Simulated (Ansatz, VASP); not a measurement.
# TiTe2 (1T-TiTe2 monolayer) in two plane-wave programs, part 2 of 2

Wanted: the spread between two codes on one cell, functional and k mesh.  Valence electrons are named where the data sets of a main pair hold unlike numbers.

VASP 6.6.1 and Ansatz 0.2.0.

So far: Set-up; VASP: band structure, PBE with D3(BJ), spin-orbit coupling.

## (3) Ansatz: band structure, PBE with D3(BJ), spin-orbit coupling

Level of this step: Ansatz beside VASP: Kohn-Sham DFT, plane waves, PBE with D3(BJ), spin-orbit coupling (Ansatz).

Ansatz runs on its fully relativistic PAW (standard-fr) files.

The same cell, functional, mesh and smearing now go to Ansatz, which takes its cutoff from its data sets.

File input.yaml:

```yaml
crystal:
  lattice:
    - [3.670787582, 0.0, 0.0]
    - [-1.835393791, 3.1789952979, 0.0]
    - [0.0, 0.0, 22.0]
  atoms:
    - { symbol: Ti, position: [0.0, 0.0, 0.5] }
    - { symbol: Te, position: [0.3333333333, 0.6666666667, 0.4199399544] }
    - { symbol: Te, position: [0.6666666667, 0.3333333333, 0.5800600456] }
hamiltonian:
  xc: pbe
  pseudopotentials: { kind: paw_fr }
  dispersion: d3bj
magnetization:
  noncollinear: true
  spin_orbit: true
kpoints:
  mp_grid: { grid: [9, 9, 1] }
  band_path:
    path:
      - [0.0, 0.0, 0.0]
      - [0.03846, 0.0, 0.0]
      - [0.07692, 0.0, 0.0]
      - [0.15385, 0.0, 0.0]
      - [0.19231, 0.0, 0.0]
      - [0.26923, 0.0, 0.0]
      - [0.30769, 0.0, 0.0]
      - [0.34615, 0.0, 0.0]
      - [0.42308, 0.0, 0.0]
      - [0.46154, 0.0, 0.0]
      - [0.5, 0.0, 0.0]
      - [0.48718, 0.02564, 0.0]
      - [0.47436, 0.05128, 0.0]
      - [0.44872, 0.10256, 0.0]
      - [0.4359, 0.12821, 0.0]
      - [0.41026, 0.17949, 0.0]
      - [0.39744, 0.20513, 0.0]
      - [0.37179, 0.25641, 0.0]
      - [0.35897, 0.28205, 0.0]
      - [0.34615, 0.30769, 0.0]
      - [0.33333, 0.33333, 0.0]
      - [0.30769, 0.30769, 0.0]
      - [0.25641, 0.25641, 0.0]
      - [0.23077, 0.23077, 0.0]
      - [0.20513, 0.20513, 0.0]
      - [0.15385, 0.15385, 0.0]
      - [0.12821, 0.12821, 0.0]
      - [0.07692, 0.07692, 0.0]
      - [0.05128, 0.05128, 0.0]
      - [0.0, 0.0, 0.0]
    npoints: 1
scf:
  occupations: { method: gaussian, width: 0.03 }
  n_extra_bands: 14
efield:
  axis: 3
  dipole_correction: true
  ramp_width: 0.04
output:
  forces: true
  eigenvalues: true
```

Launch:

```
> ansatz run input.yaml --threads 4 --pin off --max-ram 9216MiB --backend cpu --events-out ev --progress --plain --runs-dir out
```

Numbers of over 12 decimals in the logs are rounded to 6 here.

Log:

```text
scf.n_extra_bands = 14 over 44 filled bands (N_el = 44.0): the run solves 58 bands
Engine: ansatz 0.2.0, aarch64-unknown-linux-gnu
Pseudopotentials: kind: paw_fr
Pseudopotential: Ti, paw_fr, valence charge 12, recommended cutoff 420 eV (normal), Ti.paw.azcp#standard-fr
Pseudopotential: Te, paw_fr, valence charge 16, recommended cutoff 420 eV (normal), Te.paw.azcp#standard-fr
Functional definition: PBE
  parameter kappa = 0.804
  parameter beta = 0.066725
  exchange = pbe_x(kappa = kappa, mu = beta*pi^2/3)
  correlation = pbe_c(beta = beta)
non-collinear run that drives no moment, with spin-orbit: no starting moment large enough to seed its density (crystal.atoms[].spin), no starting occupations that ask for one, no magnetisation constraint and no magnetic field, so the semilocal B_xc is pinned to zero
Crystal: 3 atoms, lattice volume = 256.727 Å³
Basis set: ecut = 420 eV, 5005 PW (Γ), exchange–correlation on 50×50×300 points (8 copies of the dense FFT grid, shifted against one another)
Bands: 58, of which v1, the nominal top of the filled ones, is band 44 counted from 1 (43 counted from 0)
Symmetry: 6 space group operations + 6 with time reversal
k-points: 12 of 81 (time reversal used)
Projection manifold: j_resolved (fully-relativistic pseudo-atomic orbitals)
Non-local potential: Ti, projectors of the file, l = 0: 3, l = 1: 4, l = 2: 6, l = 3: 2
Non-local potential: Te, projectors of the file, l = 0: 2, l = 1: 4, l = 2: 4, l = 3: 4
PAW form: soft (Blöchl's): semilocal exchange-correlation on the pseudo side does not see the compensation charge
PAW one-centre angular grid: Ti, 590 points (default); XC on 96 Gauss nodes
PAW one-centre angular grid: Te, 590 points (default); XC on 64 Gauss nodes
Initial density: superposition of atomic densities (neutral atoms: chi_scale 0, normalization atom)
Initial wavefunctions: pseudopotential atomic-orbital guess
Functional: x = pbe(κ = 0.804, μ = 0.219515), c = pbe(β = 0.066725)
SCF iter   1: F=—  HF=-16468.597484 eV  |F-HF|=—  |Δ(HF+E_count)|=         —  Δρ=1.51e-2  dr2=1.89e0  dr2_m=0.00e0 (ungated)  ethr=3.10e-3  |M|=0.00e0 ∫|m|=0.00e0 μB  |m|>n=0.0e0 m-floor=0.0e0 τ_xc=0.0e0  β_m=1.00  p=0.000 e·Å  D=6.42e-14 V/Å  ΔV_dip=-0.00 eV  dr2_dipole=4.45e-11  V_vac-E_F(+/−)=6.31/6.31 eV  ⟨swp⟩=10.8  Hψ=3780  notcnv=0  defer=15
efield: sawtooth ramp at fractional position 0.9800 (placed from the atoms, in the widest stretch of the axis that holds none; the zero of the levels goes with the place), width 0.0400; the density the first Hamiltonian is built on has a dipole p = 0.000 e·Å; the dipole correction subtracts the counter field D = 6.42e-14 V/Å, which shifts the + side's vacuum level by -0.00 eV against the − side's; the planar-averaged density in the ramp window peaks in size at 5.8e-6 e/Å³
preconditioner: auto → LDOS  [insulator: Δε(μ)=0.111 eV  Ē_g=7.469 eV  σ=0.030 eV  W_gap=0.67  n_scr=32 (ndim 8)  ℏωp=9.3 eV  f_vac=0.655  D(μ)=2.54/eV (n_scr^D=8)  ε∞_Penn≈2.5  β→1.0]
spin=Noncollinear: LDOS preconditioning applied to the charge; magnetization (m_x, m_y, m_z) channels mix plain (no charge-response kernel on spin).
SCF iter   2: F=—  HF=-16468.393934 eV  |F-HF|=—  |Δ(HF+E_count)|=   2.04e-1  Δρ=9.64e-3  dr2=8.74e-1  dr2_m=0.00e0 (ungated)  ethr=3.10e-3  |M|=0.00e0 ∫|m|=0.00e0 μB  |m|>n=0.0e0 m-floor=0.0e0 τ_xc=0.0e0  β_m=0.82  p=-0.000 e·Å  D=-6.04e-5 V/Å  ΔV_dip=0.00 eV  dr2_dipole=4.77e-7  V_vac-E_F(+/−)=4.36/4.36 eV  ⟨swp⟩=3.1  Hψ=1435  notcnv=0  defer=76
SCF iter   3: F=—  HF=-16468.232843 eV  |F-HF|=—  |Δ(HF+E_count)|=   1.61e-1  Δρ=3.01e-3  dr2=2.86e-2  dr2_m=0.00e0 (ungated)  ethr=1.99e-3  |M|=0.00e0 ∫|m|=0.00e0 μB  |m|>n=0.0e0 m-floor=0.0e0 τ_xc=0.0e0  β_m=0.76  p=-0.000 e·Å  D=-5.61e-6 V/Å  ΔV_dip=0.00 eV  dr2_dipole=2.37e-8  V_vac-E_F(+/−)=4.92/4.92 eV  ⟨swp⟩=2.8  Hψ=1201  notcnv=0  defer=76
SCF iter   4: F=—  HF=-16468.225132 eV  |F-HF|=—  |Δ(HF+E_count)|=   7.71e-3  Δρ=8.73e-4  dr2=1.20e-3  dr2_m=0.00e0 (ungated)  ethr=6.49e-5  |M|=0.00e0 ∫|m|=0.00e0 μB  |m|>n=0.0e0 m-floor=0.0e0 τ_xc=0.0e0  β_m=0.73  p=-0.000 e·Å  D=-5.95e-6 V/Å  ΔV_dip=0.00 eV  dr2_dipole=4.19e-9  V_vac-E_F(+/−)=4.82/4.82 eV  ⟨swp⟩=2.8  Hψ=1268  notcnv=0  defer=76
SCF iter   5: F=—  HF=-16468.225482 eV  |F-HF|=—  |Δ(HF+E_count)|=   3.50e-4  Δρ=2.82e-4  dr2=3.42e-4  dr2_m=0.00e0 (ungated)  ethr=2.72e-6  |M|=0.00e0 ∫|m|=0.00e0 μB  |m|>n=0.0e0 m-floor=0.0e0 τ_xc=0.0e0  β_m=0.74  p=-0.000 e·Å  D=-2.46e-6 V/Å  ΔV_dip=0.00 eV  dr2_dipole=1.56e-11  V_vac-E_F(+/−)=4.80/4.80 eV  ⟨swp⟩=2.2  Hψ=1134  notcnv=0  defer=76
SCF iter   6: F=—  HF=-16468.225518 eV  |F-HF|=—  |Δ(HF+E_count)|=   3.56e-5  Δρ=6.01e-5  dr2=4.94e-6  dr2_m=0.00e0 (ungated)  ethr=7.78e-7  |M|=0.00e0 ∫|m|=0.00e0 μB  |m|>n=0.0e0 m-floor=0.0e0 τ_xc=0.0e0  β_m=0.79  p=0.000 e·Å  D=3.74e-7 V/Å  ΔV_dip=-0.00 eV  dr2_dipole=1.65e-11  V_vac-E_F(+/−)=4.80/4.80 eV  ⟨swp⟩=1.9  Hψ=688  notcnv=0  defer=76
SCF iter   7: F=—  HF=-16468.225542 eV  |F-HF|=—  |Δ(HF+E_count)|=   2.45e-5  Δρ=1.92e-5  dr2=1.24e-6  dr2_m=0.00e0 (ungated)  ethr=1.12e-8  |M|=0.00e0 ∫|m|=0.00e0 μB  |m|>n=0.0e0 m-floor=0.0e0 τ_xc=0.0e0  β_m=0.79  p=-0.000 e·Å  D=-3.42e-7 V/Å  ΔV_dip=0.00 eV  dr2_dipole=2.61e-11  V_vac-E_F(+/−)=4.80/4.80 eV  ⟨swp⟩=3.0  Hψ=1379  notcnv=0  defer=76
SCF iter   8: F=-16468.225543 eV  HF=-16468.225543 eV  |F-HF|=4.43e-8  |Δ(HF+E_count)|=   5.06e-7  Δρ=4.11e-6  dr2=5.49e-8  dr2_m=0.00e0 (ungated)  ethr=2.27e-10  |M|=0.00e0 ∫|m|=0.00e0 μB  |m|>n=0.0e0 m-floor=0.0e0 τ_xc=0.0e0  p=0.000 e·Å  D=2.11e-7 V/Å  ΔV_dip=-0.00 eV  dr2_dipole=8.15e-12  V_vac-E_F(+/−)=4.80/4.80 eV  ⟨swp⟩=17.6  Hψ=3993  notcnv=0
SCF 1 converged in 8 iterations: F = -16468.225543 eV  dr2 = 5.49e-8
  greatest PAW one-centre occupation: 0.999 electrons in one spin orbital (limit 2), on the Ti atom at site 0 (counted from 0), in its partial waves of l = 0
NSCF: frozen V_eff on 30 k-points
efield: sawtooth ramp at fractional position 0.9800 (kept from the solve that this one continues, or follows in the run), width 0.0400; the density the first Hamiltonian is built on has a dipole p = 0.000 e·Å; the dipole correction subtracts the counter field D = 2.11e-7 V/Å, which shifts the + side's vacuum level by -0.00 eV against the − side's; the planar-averaged density in the ramp window peaks in size at 6.1e-6 e/Å³
SCF converged after 8 iterations
Magnetization: |M| = 0.0000 μB,  M = (+0.0000, +0.0000, +0.0000) μB
Absolute magnetization: 0.0000 μB (∫|m|)
  site 0: m = (+0.0000, +0.0000, +0.0000) μB, |m| = 0.0000 μB  (R = 1.14 Å)
  site 1: m = (+0.0000, +0.0000, +0.0000) μB, |m| = 0.0000 μB  (R = 1.14 Å)
  site 2: m = (+0.0000, +0.0000, +0.0000) μB, |m| = 0.0000 μB  (R = 1.14 Å)
Free energy (F): -16468.225543 eV
Harris-Foulkes:  -16468.225543 eV  (|F-HF|=4.43e-8)
Internal energy: -16468.224400 eV  (E = F + TS)
E sigma→0 (E₀):  -16468.224972 eV
Entropy (-TS):   -0.001143 eV (-0.381 meV/atom)
Fermi energy:    -0.120745 eV
Dipole field:    D = 0.000004 V/Å  (p = 0.000005 e·Å, saw-weighted, corrected)
Work function:   Φ+ = 4.8037 eV   Φ− = 4.8038 eV
Levels:          The Fermi level and band energies are counted from a zero that moves with the ramp; work functions are not
--- Per-component energies (eV) ---
  E_band       = -1118.691196
  E_kinetic    = 634.534435
  E_local      = -34189.547191  (includes V_loc(G=0)·N_el)
  E_nonlocal   = -610.984957
  E_hartree    = 17155.108353
  E_xc         = -347.029907
  E_vxc        = -331.357442  (∫ρ·V_xc dr)
  E_paw        = -10378.667086  (= ΣΔE_a)
  E_vpaw       = -931.554077  (= ΣTr[D̂ρ^β])
  E_aug_tail   = -0.000247  (compensation charges beyond the density's cutoff)
  E_efield     = 0.000000  (sawtooth field / dipole correction)
  E_vefield    = 0.000000  (∫n·V_field dr)
  E_ewald      = 11269.447462
  E_disp       = -1.085261  (pairwise vdW)
  E_smearing   = -0.001143  (= −TS)
  E_closure    = -0.000000  (closes the sum)
  Σ components = -16468.225543   (vs F -16468.225543, Δ=0.00e0)
--- Forces (eV/Å), atoms counted from 1 ---
  atom   1  Ti     0.00000000    -0.00000000    -0.00000813
  atom   2  Te     0.00000000     0.00000000    -0.04050774
  atom   3  Te    -0.00000000     0.00000000     0.04051066
  max |Σ_I F_I| component: 5.20e-6 eV/Å
--- Band table (eV; the first three rows and the last of 12) ---
  k-point 0: bands = [... 40 lower, 0.3553, 0.3553, 0.4333, 0.4333, 0.4429, 0.4429, 0.9751, 0.9751, ... 10 higher]
  k-point 1: bands = [... 40 lower, -0.3607, -0.3607, 0.1263, 0.1263, 0.3515, 0.3515, 1.1529, 1.1529, ... 10 higher]
  k-point 2: bands = [... 40 lower, -1.1369, -1.1369, -0.3014, -0.3014, 0.1577, 0.1577, 1.2634, 1.2634, ... 10 higher]
  k-point 11: bands = [... 40 lower, -2.0642, -2.0642, -2.0219, -2.0218, 1.1640, 1.1640, 1.1679, 1.1679, ... 10 higher]
```

Run time: 39 s. Hardware: 4 threads of Arm Neoverse V1, shared host; peak memory 1.5 GiB; 2.5 min of CPU time.

## (4) Differences

Known differences besides the potentials themselves: spin-orbit coupling enters by fully relativistic files in Ansatz and inside the spheres in VASP; the data sets hold 44 valence electrons in Ansatz (on its fully relativistic PAW (standard-fr) files) and 16 in VASP; the cutoff is 420 eV in Ansatz and 350 eV in VASP (PREC = Normal). Total energies have different zeros and are not compared.

At this near-relaxed geometry the largest component of a force difference is 42 meV/Å. Levels from 3 eV below to 2 eV above the Fermi level differ by 27 meV r.m.s. and 55 meV at most; each VASP level is matched to the nearest of Ansatz, which flatters the figure a little. With vacuum in the cell, a pressure given here is an average over mostly empty space and none of the material.

## (5) What the set-up changes

Further runs change the set-up of one program: Ansatz's method, potentials or start, or VASP's data sets, cutoff or form of LDA. The table gives that difference for each run.

```
                                        run  r.m.s. force difference (meV/Å)
                                   as above                               20
    Ansatz's larger PAW set (cutoff 910 eV)                               20
norm-conserving potentials (cutoff 1143 eV)                               22
```

## (6) Summary of results

```
r.m.s. force difference (band structure, PBE with D3(BJ), spin-orbit coupling) : 20 meV/Å
```

**Reading.** The r.m.s. force difference is 20 meV/Å (band structure, PBE with D3(BJ), spin-orbit coupling), beyond the 12 meV/Å picked in this series as the mark of a large difference. The data sets hold unlike numbers of valence electrons (44 in Ansatz and 16 in VASP), so part of the differences comes from the potentials. For band structure, PBE with D3(BJ), spin-orbit coupling, no further run moves any of the tabulated differences by more than a quarter of its size. 6 further runs of this series are not shown here. How closely two codes agree says nothing of how well the functional describes the real material.

[Lines on the potential files, build, host, timing and source positions are cut from VASP's logs without a mark.]

[Logs are printed without paths, hosts, clocks, repeated set-up lines and the standing remarks that a program may print on its own settings, such as how far it seeks lower states.]

[Hosts, paths, dates, database ids (printed as entryN), source tags and the programs' standing remarks are cut or masked in the printed files.]
